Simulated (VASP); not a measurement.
# CdSe: structure and properties in VASP, part 3 of 4

What structure does CdSe take at this level, and what are its properties? The start is a computed cell from the Materials Project.

VASP 6.6.1; LDA; plane waves and PAW (Cd, Se).

So far, gap on the k-mesh (eV): step 2 (full relaxation (LDA)) 0.428; step 3 (k-mesh 7×7×7) 0.433. The relaxed cell has a = 6.011 Å (conventional setting).

## 6. Density of states (LDA)

A density of states needs more k-points than a total energy, and tetrahedra (ISMEAR = -5) or a smearing that fits the mesh; LORBIT projects the states on the PAW spheres. The mesh is finer than in the run before.

The input, INCAR:

```
SYSTEM = CdSe
PREC = Accurate
ENCUT = 400
EDIFF = 1E-06
NELM = 100
ISMEAR = -5
SIGMA = 0.05
LREAL = .FALSE.
ALGO = Normal
GGA = CA
NBANDS = 21
LORBIT = 11
LWAVE = .FALSE.
LCHARG = .FALSE.
KPAR = 2
NEDOS = 2001
```

The input, POSCAR:

```
CdSe
1.0
    0.0000000000      3.0054604393      3.0054604393
    3.0054604393      0.0000000000      3.0054604393
    3.0054604393      3.0054604393      0.0000000000
Cd Se
1 1
Direct
    0.0000000000      0.0000000000      0.0000000000
    0.7500000000      0.7500000000      0.7500000000
```

The input, KPOINTS:

```
Automatic mesh
0
Gamma
10 10 10
0 0 0
```

The projector-augmented-wave data sets are Cd and Se (LDA family, release 64).

Started as:

```bash
$ mpirun -np 2 vasp_std
```

What it wrote:

```text
[... set-up lines as in an earlier step ...]
 entering main loop
       N       E                     dE             d eps       ncg     rms          rms(c)
DAV:   1     0.985963121315E+02    0.98596E+02   -0.73616E+03  2038   0.625E+02
DAV:   2    -0.301945688174E+01   -0.10162E+03   -0.95533E+02  2234   0.192E+02
DAV:   3    -0.711469289933E+01   -0.40952E+01   -0.40736E+01  2390   0.394E+01
DAV:   4    -0.713144877910E+01   -0.16756E-01   -0.16755E-01  2144   0.254E+00
DAV:   5    -0.713153012425E+01   -0.81345E-04   -0.81345E-04  2402   0.160E-01    0.677E+00
DAV:   6    -0.679160220784E+01    0.33993E+00   -0.32681E-01  2522   0.705E+00    0.528E+00
DAV:   7    -0.676353939289E+01    0.28063E-01   -0.10552E-01  2309   0.186E+00    0.216E+00
DAV:   8    -0.676050935965E+01    0.30300E-02   -0.11922E-02  2209   0.107E+00    0.226E-01
DAV:   9    -0.676021426936E+01    0.29509E-03   -0.11087E-03  2319   0.377E-01    0.462E-02
DAV:  10    -0.676020144459E+01    0.12825E-04   -0.92892E-05  2272   0.111E-01    0.364E-02
DAV:  11    -0.676020602612E+01   -0.45815E-05   -0.16757E-05  2225   0.270E-02    0.133E-02
DAV:  12    -0.676020581602E+01    0.21010E-06   -0.57020E-07  1398   0.920E-03
   1 F= -.67602058E+01 E0= -.67602058E+01  d E =0.000000E+00
```

Run time: 7.4 s. Hardware: 2 MPI ranks of Intel Xeon 6975P-C (Granite Rapids), shared host; peak memory 0.29 GiB; 12 s of CPU time.

OUTCAR, selected parts (step 6):

```text
   k-points           NKPTS =     47   k-points in BZ     NKDIM =     47   number of bands    NBANDS=     21

   NELECT =      18.0000    total number of electrons

 E-fermi :   1.1229

 k-point     1 :       0.0000    0.0000    0.0000
  band No.  band energies     occupation
    ...
      5      -6.5512      2.00000
      6      -6.5512      2.00000
      7       1.1088      2.00000
      8       1.1088      2.00000
      9       1.1088      2.00000
     10       1.5429      0.00000
     11       6.9031      0.00000
     12       6.9031      0.00000
     13       6.9031      0.00000
     14      10.7494      0.00000
    ...

  Total       -0.0022146     -0.0022146     -0.0022146     -0.0000000     -0.0000000     -0.0000000
  in kB       -0.0653483     -0.0653483     -0.0653483     -0.0000000     -0.0000000     -0.0000000
  external PRESSURE =      -0.0653483 kB  Pullay stress =       0.0000000 kB

 POSITION                                       TOTAL-FORCE (eV/Angst)
 -----------------------------------------------------------------------------------
      0.00000      0.00000      0.00000         0.000000     -0.000000      0.000000
      4.50819      4.50819      4.50819        -0.000000      0.000000     -0.000000
 -----------------------------------------------------------------------------------
    total drift:                                0.000000      0.000000      0.000000

  FREE ENERGIE OF THE ION-ELECTRON SYSTEM (eV)
  ---------------------------------------------------
  free  energy   TOTEN  =        -6.7602058160 eV

  energy  without entropy=       -6.7602058160  energy(sigma->0) =       -6.76020582

[... 6 parts as in an earlier step ...]

[... 10 further parts left out ...]
```

This step gave:

```yaml
irreducible_k_points: 47
free_energy_toten: -6.760 eV
fermi_energy: 1.123 eV
pressure: -0.006535 GPa
gap_on_the_k_mesh: 0.4341 eV
least_direct_gap_on_the_k_mesh: 0.4341 eV
```

The density of states has structure finer than the step of the table below, so its rows give means over 0.5 eV, whole bins alone (the curve runs from -12.0 to 8.36 eV). Peaks (eV: height): total -7.89: 23.8, -7.65: 32.2, -4.29: 4.39; Se p -7.97: 0.625, -4.29: 1.19, -0.93: 0.966, 5.40: 0.327; Cd s -4.29: 1.02, 3.88: 0.265; Cd d -7.89: 21.3, -7.65: 30.3; Cd p -1.89: 0.172, 3.48: 0.118, 5.40: 0.203, 6.52: 0.486.

States under -12.0 eV and over 8.4 eV are left out. The density of states by energy, zero at the valence-band top; means over each step; values in states/eV/cell:

```csv
energy (eV),total,Se p,Cd s,Cd d,Cd p
-8.5,0,0,0,0,0
-8.0,9.87,0.236,0.0125,8.86,0.00821
-7.5,9.22,0.0331,0.0217,8.52,0.00478
-7.0,0.912,0.00264,0.00290,0.803,0.00253
-6.5,0,0,0,0,0
-6.0,0,0,0,0,0
-5.5,0,0,0,0,0
-5.0,1.6e-4,4.3e-5,2.5e-5,0,5.4e-6
-4.5,1.12,0.303,0.233,0.0262,0.0178
-4.0,1.66,0.441,0.338,0.0753,0.0237
-3.5,0.531,0.139,0.0899,0.0412,0.0105
-3.0,0.318,0.0856,0.0474,0.0278,0.00720
-2.5,1.41,0.499,0.0422,0.0721,0.101
-2.0,1.93,0.756,0.0376,0.0993,0.140
-1.5,2.07,0.881,0.0252,0.122,0.145
-1.0,1.97,0.912,0.0122,0.139,0.123
-0.5,0.880,0.435,0.00360,0.0762,0.0428
0.0,0.123,0.0646,1.7e-4,0.0124,0.00428
0.5,6.6e-4,1.1e-4,1.4e-4,0,0
1.0,0.0101,0.00161,0.00201,1.5e-4,1.1e-4
1.5,0.0451,0.00927,0.00794,7.2e-4,0.00101
2.0,0.117,0.0237,0.0208,0.00135,0.00369
2.5,0.454,0.0664,0.0927,0.00341,0.0191
3.0,0.767,0.108,0.132,0.0106,0.0431
3.5,1.51,0.181,0.211,0.0351,0.104
4.0,1.20,0.165,0.214,0.0341,0.0613
4.5,0.829,0.128,0.134,0.0251,0.0470
5.0,1.19,0.187,0.117,0.0394,0.0893
5.5,1.52,0.199,0.0736,0.0539,0.145
6.0,0.729,0.0567,0.0118,0.0189,0.119
6.5,2.64,0.245,0.0381,0.0675,0.410
7.0,1.57,0.189,0.0225,0.0467,0.221
7.5,1.19,0.189,0.0171,0.0392,0.148
8.0,1.12,0.157,0.00949,0.0427,0.129
```

The gap on this mesh is 0.43 eV. In the top eV of the valence band the largest shares in the PAW spheres are Se p 49 %, Cd d 8 % and Cd p 5 %. The rest lies in smaller channels or between the spheres.

## 7. Optical spectrum (LDA)

LOPTICS sums transitions from filled to empty bands. NBANDS is raised for it.

The input, INCAR:

```
SYSTEM = CdSe
PREC = Accurate
ENCUT = 400
EDIFF = 1E-06
NELM = 100
ISMEAR = 0
SIGMA = 0.05
LREAL = .FALSE.
ALGO = Normal
GGA = CA
NBANDS = 25
LORBIT = 11
LWAVE = .FALSE.
LCHARG = .FALSE.
KPAR = 2
LOPTICS = .TRUE.
NEDOS = 1500
CSHIFT = 0.1
```

POSCAR is that of step 6.

KPOINTS is that of step 6.

Started as:

```bash
$ mpirun -np 2 vasp_std
```

What it wrote:

```text
[... set-up lines as in an earlier step ...]
 entering main loop
       N       E                     dE             d eps       ncg     rms          rms(c)
DAV:   1     0.106955186133E+03    0.10696E+03   -0.70716E+03  2438   0.524E+02
DAV:   2    -0.270442785715E+01   -0.10966E+03   -0.10067E+03  2915   0.171E+02
DAV:   3    -0.711529315377E+01   -0.44109E+01   -0.43880E+01  2719   0.361E+01
DAV:   4    -0.713145676368E+01   -0.16164E-01   -0.16162E-01  2814   0.222E+00
DAV:   5    -0.713153025956E+01   -0.73496E-04   -0.73495E-04  2885   0.136E-01    0.677E+00
DAV:   6    -0.679184310180E+01    0.33969E+00   -0.23750E-01  2853   0.592E+00    0.529E+00
DAV:   7    -0.676357959496E+01    0.28264E-01   -0.93225E-02  2851   0.151E+00    0.216E+00
DAV:   8    -0.676050032457E+01    0.30793E-02   -0.11082E-02  2620   0.894E-01    0.219E-01
DAV:   9    -0.676021140274E+01    0.28892E-03   -0.90019E-04  2797   0.298E-01    0.465E-02
DAV:  10    -0.676020179221E+01    0.96105E-05   -0.74294E-05  2748   0.848E-02    0.369E-02
DAV:  11    -0.676020590321E+01   -0.41110E-05   -0.14500E-05  2654   0.211E-02    0.114E-02
DAV:  12    -0.676020580599E+01    0.97224E-07   -0.36282E-07  1622   0.656E-03
   1 F= -.67602058E+01 E0= -.67602058E+01  d E =-.153643E-10
 optical routines
 imaginary and real dielectric function
 recalculating local potential from charge density
 direction            1
 direction            2
 direction            3
```

Run time: 9.4 s. Hardware: 2 MPI ranks; peak memory 0.37 GiB.

Parts of OUTCAR (step 7):

```text
   k-points           NKPTS =     47   k-points in BZ     NKDIM =     47   number of bands    NBANDS=     25

   NELECT =      18.0000    total number of electrons

 E-fermi :   1.3058

 k-point     1 :       0.0000    0.0000    0.0000
  band No.  band energies     occupation
    ...
      5      -6.5514      2.00000
      6      -6.5514      2.00000
      7       1.1088      2.00000
      8       1.1088      2.00000
      9       1.1088      2.00000
     10       1.5429      0.00000
     11       6.9031      0.00000
     12       6.9031      0.00000
     13       6.9031      0.00000
     14      10.7493      0.00000
    ...

  Total       -0.0009579     -0.0009579     -0.0009579     -0.0000000      0.0000000     -0.0000000
  in kB       -0.0282664     -0.0282664     -0.0282664     -0.0000000      0.0000000     -0.0000000
  external PRESSURE =      -0.0282664 kB  Pullay stress =       0.0000000 kB

 POSITION                                       TOTAL-FORCE (eV/Angst)
 -----------------------------------------------------------------------------------
      0.00000      0.00000      0.00000        -0.000000     -0.000000     -0.000000
      4.50819      4.50819      4.50819         0.000000      0.000000      0.000000
 -----------------------------------------------------------------------------------
    total drift:                                0.000000      0.000000      0.000000

  FREE ENERGIE OF THE ION-ELECTRON SYSTEM (eV)
  ---------------------------------------------------
  free  energy   TOTEN  =        -6.7602058060 eV

  energy  without entropy=       -6.7602058060  energy(sigma->0) =       -6.76020581

 plasma frequency squared (from intraband transitions) (eV^2)
  --------------------------------------------------------------------------------------
       0.000       0.000      -0.000
       0.000       0.000      -0.000
      -0.000      -0.000       0.000

[... 8 parts as in an earlier step ...]

[... 8 further parts left out ...]
```

With so small a gap the low-energy part of the spectrum hangs on the few k-points near the gap and is not converged. These are independent-particle spectra without excitons or local fields. Their onset and peaks carry the functional's gap error, and fine structure and low peaks depend on the mesh and on CSHIFT.

This step gave:

| Property | Result |
| --- | --- |
| bands | 25 |
| Fermi energy | 1.306 eV |
| pressure | -0.002827 GPa |

The imaginary dielectric function, xx has structure finer than the step of the table below, so its rows give means over 1 eV, whole bins alone (the curve runs from 0 to 25.0 eV). Peaks (eV: height): 0.4: 11.7, 1.4: 4.94, 2.8: 7.28, 3.4: 7.66, 5.5: 12.3, 7.1: 8.46.

Table of imaginary dielectric function, xx by photon energy; means over each step:

```csv
photon energy (eV),"imaginary dielectric function, xx"
1,2.53
2,2.50
3,5.29
4,5.80
5,8.73
6,7.45
7,7.33
8,4.04
9,2.01
10,1.50
11,1.45
12,0.982
13,0.801
14,0.907
15,0.682
16,0.545
17,0.533
18,0.418
19,0.370
20,0.489
21,0.452
22,0.353
23,0.312
24,0.287
```

The real dielectric function, xx by photon energy:

photon energy (eV), real dielectric function, xx and a bar from the least value:
```
        0       13.9 ##############################
        1        8.0 ####################
        2        8.5 #####################
        3        6.4 #################
        4        5.6 ################
        5        7.0 ##################
        6       -0.4 #####
        7        0.0 ######
        8       -3.5 
        9       -1.7 ###
       10       -1.1 ####
       11       -0.6 #####
       12       -0.6 #####
       13       -0.1 ######
       14        0.1 ######
       15        0.0 ######
       16        0.1 ######
       17        0.3 #######
       18        0.2 ######
       19        0.4 #######
       20        0.4 #######
       21        0.4 #######
       22        0.4 #######
       23        0.5 #######
       24        0.5 #######
```

The mean of ε2 over directions passes 5 % of its top at 0.12 eV, against a least direct gap of 0.43 eV on this mesh; what lies under the gap is the tail of the broadening by CSHIFT.

(Part 3 of 4 ends here.)

[Lines on the potential files, build, host, timing and source positions are cut from VASP's logs without a mark.]

[Logs are printed without paths, hosts, clocks, repeated set-up lines and the standing remarks that a program may print on its own settings, such as how far it seeks lower states.]

[Hosts, paths, dates, database ids (printed as entryN), source tags and the programs' standing remarks are cut or masked in the printed files.]

[A measured line is paired with the nearest computed mode of its activity, which favours agreement.]

[In band tables of VASP the shares of atoms and orbitals are scaled to a sum of 1 inside the atoms' spheres.]
